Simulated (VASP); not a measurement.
Consider the following.

```xyz
5
Lattice="-2.0782 2.0782 4.9367 2.0782 -2.0782 4.9367 2.0782 2.0782 -4.9367" Properties=species:S:1:pos:R:3 pbc="T T T"
La     0.0000     0.0000     9.8735
P      2.0782     2.0782    -1.1269
P      2.0782     2.0782     1.1269
Pd     0.0000     2.0782     2.4684
Pd     2.0782     0.0000     2.4684
```

Calculation: PBEsol GGA, VASP's PBE PAW potentials (set 64) (plane waves; VASP). Numerical set-up: 400 eV cut-off, 12×12×12 Γ-centred mesh, tetrahedra with Blöchl corrections, potentials La P Pd.

The cores are frozen, which limits the accuracy of field gradients.

Q: Give the principal components of the electric field gradient (V/Å²) and the asymmetry η at each nucleus.

A: 
```csv
atom,Vxx,Vyy,Vzz,η
La1,12.5,12.5,-24.9,0.00
P2,-31.3,-31.3,62.7,0.00
P3,-31.3,-31.3,62.7,0.00
Pd4,-7.3,-7.3,14.5,0.00
Pd5,-7.3,-7.3,14.5,0.00
```

The structure comes from a computed database's LaPd2P2 entry (I4/mmm); how it stands against other phases isn't given here. It was relaxed first.
